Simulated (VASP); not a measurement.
# Ge₃Pd: molecular dynamics at constant energy

Ge₃Pd, Pm-3m (no. 221), 8 atoms in the cell. PBE, molecular dynamics; PAW potentials Pd, Ge (PBE set).

Ensemble: NVE; Starting temperature (K): 1600.

## Input

INCAR:
```
SYSTEM = Ge3Pd
  GGA = PE
  PREC = Normal
  ENCUT = 250
  EDIFF = 1E-6
  NELMIN = 4
  NELM = 60
  ALGO = Fast
  LREAL = Auto
  LASPH = .TRUE.
  ISMEAR = -1
  SIGMA = 0.069
  ISYM = 0
  LWAVE = .FALSE.
  LCHARG = .FALSE.
  IBRION = 0
  NSW = 60
  POTIM = 3.0
  TEBEG = 1600
  ISIF = 2
  RANDOM_SEED = 475648 0 0
  MDALGO = 2
  SMASS = -3
  KPAR = 2
```

KPOINTS:
```
k-points
0
Gamma
  3 3 2
```

POSCAR:
```
Ge3Pd
1.0
    4.1420230000      0.0000000000      0.0000000000
    0.0000000000      4.1420230000      0.0000000000
    0.0000000000      0.0000000000      8.2840460000
Pd Ge
2 6
Direct
    0.0000000000      0.0000000000      0.0000000000
    0.0000000000      0.0000000000      0.5000000000
    0.5000000000      0.5000000000      0.0000000000
    0.5000000000      0.5000000000      0.5000000000
    0.5000000000      0.0000000000      0.2500000000
    0.5000000000      0.0000000000      0.7500000000
    0.0000000000      0.5000000000      0.2500000000
    0.0000000000      0.5000000000      0.7500000000
```

Commands:
```
cat potpaw_PBE.64/Pd/POTCAR potpaw_PBE.64/Ge/POTCAR > POTCAR
mpirun -np 2 vasp_std > vasp.out
```

## Result

- Spread of the conserved energy (meV/atom): 0.26
- Rise of the mean potential energy above the start (meV/atom): 50.7
- Mean temperature (K): 1153
- Electronic steps per ionic step after the first: 4.4

Course of the run:

| Time (fs) | Temperature (K) | Potential energy less the first (meV/atom) | Conserved energy less the first (meV/atom) |
|---|---|---|---|
| 3 | 1600 | 0.0 | 0.00 |
| 18 | 1516 | 9.4 | -0.05 |
| 30 | 1325 | 31.1 | -0.04 |
| 45 | 1000 | 67.9 | 0.03 |
| 57 | 793 | 91.4 | 0.08 |
| 72 | 718 | 99.9 | 0.11 |
| 84 | 829 | 87.3 | 0.11 |
| 99 | 1097 | 57.0 | 0.09 |
| 111 | 1314 | 32.5 | 0.09 |
| 126 | 1456 | 16.4 | 0.08 |
| 138 | 1411 | 21.5 | 0.10 |
| 153 | 1225 | 42.5 | 0.15 |
| 165 | 1059 | 61.3 | 0.12 |
| 180 | 820 | 88.5 | 0.21 |

The mean temperature lies below the starting 1600 K, since the atoms start on their sites and part of their kinetic energy turns into potential energy.

REPORT:
```
MDALGO =   2
               SCALING =       0
                 CNEXP =     9.000   14.000
           RANDOM_SEED =            475648                0                0

   original number of atomic DOF:         21
   number of independent constraints:      0
   number of active DOF:                  21

========================================
         MD step No.       1
========================================

  Atomic velocities initialized by STEP_tb

  >Energies
                    E_tot             E_pot             E_kin               EPS                ES
   e_b>   -0.35493148E+02   -0.36940869E+02    0.14477208E+01    0.00000000E+00    0.00000000E+00

  >Temperature
               T_sim     T_inst
   tmprt>   1600.000   1600.000

  >Thermostat:
           s(n+1) sdot(n+1)      s(n)   sdot(n)        Qs
   s_b>   0.00000   0.00000   0.00000   0.00000  -3.00000

           RANDOM_SEED =            475648               48                0

[... steps left out ...]

========================================
         MD step No.      60
========================================

  >Energies
                    E_tot             E_pot             E_kin               EPS                ES
   e_b>   -0.35491443E+02   -0.36233186E+02    0.74174386E+00    0.00000000E+00    0.00000000E+00

  >Temperature
               T_sim     T_inst
   tmprt>   1600.000    819.765

  >Thermostat:
           s(n+1) sdot(n+1)      s(n)   sdot(n)        Qs
   s_b>   0.00000   0.00000   0.00000   0.00000  -3.00000

           RANDOM_SEED =            475648               48                0
```

OSZICAR:
```
N       E                     dE             d eps       ncg     rms          rms(c)
DAV:   1     0.110669102772E+03    0.11067E+03   -0.12025E+04   580   0.769E+02
DAV:   2    -0.295642074306E+02   -0.14023E+03   -0.13588E+03   642   0.174E+02
DAV:   3    -0.370092876717E+02   -0.74451E+01   -0.71881E+01   682   0.370E+01
DAV:   4    -0.371705087657E+02   -0.16122E+00   -0.16039E+00   677   0.493E+00
DAV:   5    -0.371730480359E+02   -0.25393E-02   -0.25385E-02   676   0.626E-01    0.684E+00
RMM:   6    -0.370192279891E+02    0.15382E+00   -0.10810E+00   542   0.548E+00    0.417E+00
RMM:   7    -0.369582187194E+02    0.61009E-01   -0.21091E-01   540   0.259E+00    0.213E+00
RMM:   8    -0.369404455861E+02    0.17773E-01   -0.53868E-02   547   0.123E+00    0.171E-01
RMM:   9    -0.369407849558E+02   -0.33937E-03   -0.12439E-02   556   0.338E-01    0.117E-01
RMM:  10    -0.369408907492E+02   -0.10579E-03   -0.15697E-03   555   0.182E-01    0.721E-02
RMM:  11    -0.369408799166E+02    0.10833E-04   -0.68489E-04   580   0.836E-02    0.402E-02
RMM:  12    -0.369408712574E+02    0.86591E-05   -0.30768E-04   557   0.701E-02    0.134E-02
[... left out ...]
     58 T=   913. E= -.35492003E+02 F= -.36317923E+02 E0= -.36280148E+02  EK= 0.82592E+00 SP= 0.00E+00 SK= 0.00E+00
     59 T=   864. E= -.35491768E+02 F= -.36273184E+02 E0= -.36235640E+02  EK= 0.78142E+00 SP= 0.00E+00 SK= 0.00E+00
[... last step whole ...]
       N       E                     dE             d eps       ncg     rms          rms(c)
DAV:   1    -0.362331468284E+02    0.40037E-01   -0.13605E-02   850   0.115E+00    0.121E-02
RMM:   2    -0.362331823619E+02   -0.35533E-04   -0.42857E-04   540   0.114E-01    0.755E-03
RMM:   3    -0.362331858278E+02   -0.34659E-05   -0.40862E-05   546   0.334E-02    0.437E-03
RMM:   4    -0.362331864570E+02   -0.62922E-06   -0.82828E-06   487   0.129E-02
     60 T=   820. E= -.35491443E+02 F= -.36233186E+02 E0= -.36195802E+02  EK= 0.74174E+00 SP= 0.00E+00 SK= 0.00E+00
```

Limits: 180 fs of 8 atoms are too short for converged averages; the cell is only 4.1 Å across, so each atom moves in step with near copies of itself.

VASP 6.6.1 took 197 s on 2 cores (Intel Xeon Platinum 8124M @ 3.00GHz (Skylake/Cascade Lake)), a shared host.
